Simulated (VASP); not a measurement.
Calculation: PBE GGA + U (Dudarev), VASP's PBE PAW potentials (set 64) (plane waves; VASP).

The input files of a VASP run:

File KPOINTS_OPT:
```
k-points along high-symmetry lines
20
Line-mode
Reciprocal
  0.000000   0.000000   0.000000 ! GAMMA
  0.000000   0.500000   0.000000 ! X

  0.000000   0.500000   0.000000 ! X
  0.500000   0.000000   0.000000 ! M

  0.500000   0.000000   0.000000 ! M
  0.000000   0.000000   0.000000 ! GAMMA
```

**KPOINTS**
```
kpoints
0
Gamma
 7 7 1
0 0 0
```

File POSCAR:
```
CoO
18.390
  0.1640125612   0.0000000000   0.0000000000
 -0.1640125612   0.1640125612   0.0000000000
  0.0000000000   0.0000000000   1.0000000000
Co O
4 4
Cartesian
  0.0000000000   0.0000000000   0.4420880000
 -0.0820062806   0.0820062806   0.3262640000
  0.0000000000   0.0000000000   0.6737360000
 -0.0820062806   0.0820062806   0.5579120000
  0.0000000000   0.0000000000   0.3262640000
 -0.0820062806   0.0820062806   0.4420880000
  0.0000000000   0.0000000000   0.5579120000
 -0.0820062806   0.0820062806   0.6737360000
```

**INCAR**
```
SIGMA=0.272   # width (eV)
LDAUL=2 -1
ISMEAR=0   # Gaussian
SYSTEM=CoO
LDAUJ=0 0
LDAU=.True.
PREC=Accurate
ALGO=Normal
LDAUU=3.32 0
GGA=PE   # PBE
LCHARG=.False.
LREAL=.False.   # projection in real space or not
MAGMOM=4*3.0 4*0.0
NELM=100   # most electronic steps
ENCUT=400
LMAXMIX=4
LORBIT=11   # lm-projected
LASPH=.True.   # aspherical one-centre terms
EDIFF=1E-6   # SCF stop (eV)
LDAUTYPE=2
LWAVE=.False.
ISIF=2
ISPIN=2   # spin-polarised
```

POTCAR, in this order: Co O (PBE.64 set). Program: vasp_std.

What VASP printed:

**OUTCAR**
```
 ion  position               nearest neighbor table
   1  0.000  0.000  0.442-   5 2.13   7 2.13   6 2.13   6 2.13   6 2.13   6 2.13   2 3.01   2 3.01
                             2 3.01   2 3.01   4 3.01   4 3.01   4 3.01   4 3.01
   2  0.000  0.500  0.326-   6 2.13   5 2.13   5 2.13   5 2.13   5 2.13   1 3.01   1 3.01   1 3.01
                             1 3.01
   3  0.000  0.000  0.674-   7 2.13   8 2.13   8 2.13   8 2.13   8 2.13   4 3.01   4 3.01   4 3.01
                             4 3.01
   4  0.000  0.500  0.558-   8 2.13   6 2.13   7 2.13   7 2.13   7 2.13   7 2.13   3 3.01   3 3.01
                             3 3.01   3 3.01   1 3.01   1 3.01   1 3.01   1 3.01
   5  0.000  0.000  0.326-   1 2.13   2 2.13   2 2.13   2 2.13   2 2.13
   6  0.000  0.500  0.442-   2 2.13   4 2.13   1 2.13   1 2.13   1 2.13   1 2.13
   7  0.000  0.000  0.558-   3 2.13   1 2.13   4 2.13   4 2.13   4 2.13   4 2.13
   8  0.000  0.500  0.674-   4 2.13   3 2.13   3 2.13   3 2.13   3 2.13
  LATTYP: Found a simple tetragonal cell.
 ALAT       =     3.0161910000
 C/A-ratio  =     6.0970939838
 Subroutine PRICEL returns:
 Original cell was already a primitive cell.
 Subroutine GETGRP returns: Found 16 space group operations
The static configuration has the point symmetry C_4v.
 The point group associated with its full space group is D_4h.
The dynamic configuration has the point symmetry C_4v.
The overall configuration has the point symmetry C_4v.
 Subroutine INISYM returns: Found 16 space group operations
 Subroutine IBZKPT returns following result:
 Found     10 irreducible k-points:

 Following reciprocal coordinates:
            Coordinates               Weight
  0.000000  0.000000  0.000000      1.000000
  0.142857  0.000000  0.000000      4.000000
  0.285714  0.000000  0.000000      4.000000
  0.428571  0.000000  0.000000      4.000000
  0.000000  0.142857  0.000000      4.000000
  0.142857  0.142857  0.000000      8.000000
  0.285714  0.142857  0.000000      8.000000
  0.000000  0.285714  0.000000      4.000000
  0.142857  0.285714  0.000000      8.000000
  0.000000  0.428571  0.000000      4.000000
   k-points           NKPTS =     10   k-points in BZ     NKDIM =     10   number of bands    NBANDS=     42
...
```

**OSZICAR**
```
       N       E                     dE             d eps       ncg     rms          rms(c)
DAV:   1     0.575337289558E+03    0.57534E+03   -0.23649E+04  1680   0.123E+03
DAV:   2     0.535061375706E+02   -0.52183E+03   -0.47089E+03  1862   0.334E+02
DAV:   3    -0.491950588733E+02   -0.10270E+03   -0.99376E+02  2000   0.167E+02
DAV:   4    -0.536645321617E+02   -0.44695E+01   -0.43950E+01  2044   0.390E+01
DAV:   5    -0.537643755045E+02   -0.99843E-01   -0.99669E-01  1972   0.571E+00    0.303E+01
DAV:   6    -0.500114136622E+02    0.37530E+01   -0.11714E+02  2470   0.126E+02    0.504E+01
DAV:   7    -0.493889399924E+02    0.62247E+00   -0.48706E+01  2182   0.105E+02    0.422E+01
DAV:   8    -0.439955315057E+02    0.53934E+01   -0.16479E+01  2370   0.651E+01    0.180E+01
DAV:   9    -0.441355260953E+02   -0.13999E+00   -0.37103E+00  2398   0.357E+01    0.977E+00
DAV:  10    -0.464952944721E+02   -0.23598E+01   -0.78855E+00  2460   0.313E+01    0.197E+01
DAV:  11    -0.452369280523E+02    0.12584E+01   -0.23536E+00  2320   0.335E+01    0.151E+01
DAV:  12    -0.447989848997E+02    0.43794E+00   -0.70858E-01  2518   0.208E+01    0.441E+00
DAV:  13    -0.452126098749E+02   -0.41362E+00   -0.43742E-01  2302   0.977E+00    0.367E+00
DAV:  14    -0.453169831567E+02   -0.10437E+00   -0.10758E-01  2090   0.268E+00    0.294E+00
DAV:  15    -0.450560985106E+02    0.26088E+00   -0.15375E-01  2314   0.357E+00    0.325E+00
DAV:  16    -0.447764600649E+02    0.27964E+00   -0.34688E-01  2460   0.508E+00    0.137E+00
DAV:  17    -0.449012457266E+02   -0.12479E+00   -0.10307E+00  2552   0.543E+00    0.203E+00
DAV:  18    -0.448198352468E+02    0.81410E-01   -0.86698E-01  2300   0.613E+00    0.167E+00
DAV:  19    -0.448254541097E+02   -0.56189E-02   -0.66173E-02  2254   0.234E+00    0.116E+00
DAV:  20    -0.448264629722E+02   -0.10089E-02   -0.16077E-02  2160   0.218E+00    0.954E-01
DAV:  21    -0.448237031994E+02    0.27598E-02   -0.33963E-03  2136   0.759E-01    0.258E-01
DAV:  22    -0.448238456996E+02   -0.14250E-03   -0.78062E-04  2010   0.237E-01    0.141E-01
DAV:  23    -0.448240646753E+02   -0.21898E-03   -0.30091E-03  2226   0.344E-01    0.162E-01
DAV:  24    -0.448242718093E+02   -0.20713E-03   -0.99766E-04  2104   0.279E-01    0.416E-02
DAV:  25    -0.448244844081E+02   -0.21260E-03   -0.14876E-04  2240   0.126E-01    0.107E-01
DAV:  26    -0.448245652443E+02   -0.80836E-04   -0.11048E-04  1988   0.116E-01    0.560E-02
DAV:  27    -0.448247531263E+02   -0.18788E-03   -0.76677E-05  2174   0.844E-02    0.240E-02
DAV:  28    -0.448248835362E+02   -0.13041E-03   -0.23227E-05  2016   0.603E-02    0.225E-02
DAV:  29    -0.448249854361E+02   -0.10190E-03   -0.17148E-05  2110   0.379E-02    0.267E-02
DAV:  30    -0.448250168122E+02   -0.31376E-04   -0.30843E-05  2180   0.784E-02    0.388E-02
DAV:  31    -0.448250596248E+02   -0.42813E-04   -0.12472E-05  1896   0.519E-02    0.159E-02
DAV:  32    -0.448250628780E+02   -0.32532E-05   -0.52086E-06  1628   0.220E-02    0.119E-02
DAV:  33    -0.448250699353E+02   -0.70573E-05   -0.72734E-07  1384   0.902E-03    0.282E-03
DAV:  34    -0.448250708391E+02   -0.90382E-06   -0.30396E-07  1278   0.435E-03
   1 F= -.44825071E+02 E0= -.44614965E+02  d E =-.420212E+00  mag=    11.7992
       N       E                     dE             ncg
       N       E                     dE             ncg
       N       E                     dE             ncg
       N       E                     dE             ncg
       N       E                     dE             ncg
       N       E                     dE             ncg
```

OUTCAR:
```
------------------------ aborting loop because EDIFF is reached ----------------------------------------
  FORCE on cell =-STRESS in cart. coord.  units (eV):
  Direction    XX          YY          ZZ          XY          YZ          ZX
  --------------------------------------------------------------------------------------
  Total       -7.5224815     -7.5224815     -4.3188051      0.0000000     -0.0000000      0.0000000
  in kB      -72.0397671    -72.0397671    -41.3594523      0.0000000     -0.0000000      0.0000000
  external PRESSURE =     -61.8129955 kB  Pullay stress =       0.0000000 kB
  volume of cell :      167.30
      direct lattice vectors                 reciprocal lattice vectors
     3.016191000  0.000000000  0.000000000     0.331543990  0.331543990  0.000000000
    -3.016191000  3.016191000  0.000000000     0.000000000  0.331543990  0.000000000
     0.000000000  0.000000000 18.390000000     0.000000000  0.000000000  0.054377379
 POSITION                                       TOTAL-FORCE (eV/Angst)
 -----------------------------------------------------------------------------------
      0.00000      0.00000      8.13000        -0.000000      0.000000     -0.244966
     -1.50810      1.50810      5.99999         0.000000      0.000000      0.996974
      0.00000      0.00000     12.39001        -0.000000     -0.000000     -0.996974
     -1.50810      1.50810     10.26000         0.000000     -0.000000      0.244966
      0.00000      0.00000      5.99999        -0.000000      0.000000     -0.642211
     -1.50810      1.50810      8.13000        -0.000000     -0.000000     -0.121375
      0.00000      0.00000     10.26000         0.000000      0.000000      0.121375
     -1.50810      1.50810     12.39001         0.000000     -0.000000      0.642211
 -----------------------------------------------------------------------------------
    total drift:                               -0.000000      0.000000      0.000000
  FREE ENERGIE OF THE ION-ELECTRON SYSTEM (eV)
  ---------------------------------------------------
  free  energy   TOTEN  =       -44.8250708391 eV

  energy  without entropy=      -44.4048588719  energy(sigma->0) =      -44.61496486

 total charge

# of ion       s       p       d       tot
------------------------------------------
    1        0.298   0.362   7.137   7.797
    2        0.290   0.313   7.108   7.710
    3        0.290   0.313   7.108   7.710
    4        0.298   0.362   7.137   7.797
    5        1.580   3.408   0.000   4.988
    6        1.578   3.459   0.000   5.037
    7        1.578   3.459   0.000   5.037
    8        1.580   3.408   0.000   4.988
--------------------------------------------------
tot          7.490  15.084  28.489  51.063

 magnetization (x)

# of ion       s       p       d       tot
------------------------------------------
    1        0.021   0.017   2.682   2.720
    2        0.026   0.021   2.611   2.658
    3        0.026   0.021   2.611   2.658
    4        0.021   0.017   2.682   2.720
    5        0.018   0.169   0.000   0.187
    6        0.024   0.239   0.000   0.263
    7        0.024   0.239   0.000   0.263
    8        0.018   0.169   0.000   0.187
--------------------------------------------------
tot          0.177   0.891  10.586  11.655
```
(Selected blocks of OUTCAR.)

At this cut-off the stress carries a Pulay error, which pulls relaxed volumes low. The cell holds a wide vacuum, so values per volume refer to the whole cell.  The moments were started parallel, and other spin orders were not tried in this run.

The cell is a sheet with vacuum, built from a generated structure. A gapless solution with U can be a metastable orbital state.
